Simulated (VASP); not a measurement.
Computed with PBE GGA, VASP's PBE PAW potentials (set 64) (plane waves; VASP).

VASP input:

**POSCAR**
```
NiO
1.0
  4.2636000000   2.1318000000   2.1318000000
  2.1318000000   4.2636000000   2.1318000000
  2.1318000000   2.1318000000   4.2636000000
Ni O
2 2
Cart
  0.0000000000   0.0000000000   0.0000000000
  4.2636000000   4.2636000000   4.2636000000
  2.1318000000   2.1318000000   2.1318000000
  6.3954000000   6.3954000000   6.3954000000
```

**KPOINTS**
```
Regular mesh
0
Gamma
8 8 8
```

INCAR:
```
SYSTEM = NiO
PREC = Accurate
ENCUT = 520
EDIFF = 1E-6
NELM = 100
ALGO = Normal
LREAL = .FALSE.
LASPH = .TRUE.
ISMEAR = 0
SIGMA = 0.5
GGA = PE
LMAXMIX = 4
ISPIN = 2
MAGMOM = 2.0 -2.0 0.0 0.0
LORBIT = 10
LWAVE = .FALSE.
LCHARG = .FALSE.
ISIF = 2
```

POTCAR, in this order: Ni O (PBE.64 set). Program: vasp_std.

Task: What will the output report for the number of irreducible k-points (NKPTS), number of bands (NBANDS), largest plane-wave count, number of space-group operations, FFT grid (NGX, NGY, NGZ)?

Result: 
```json
{
 "number of irreducible k-points (NKPTS)": "65",
 "number of bands (NBANDS)": "20",
 "largest_plane_wave_count": "1075",
 "number_of_space_group_operations": "12",
 "FFT grid (NGX, NGY, NGZ)": "40 × 40 × 40"
}
```

The compound is NiO in the rock salt, AFM-II order structure. The cell was not relaxed at this level. The run is one of a series of settings (SIGMA = 0.5 against the base run), some of them coarse on purpose.
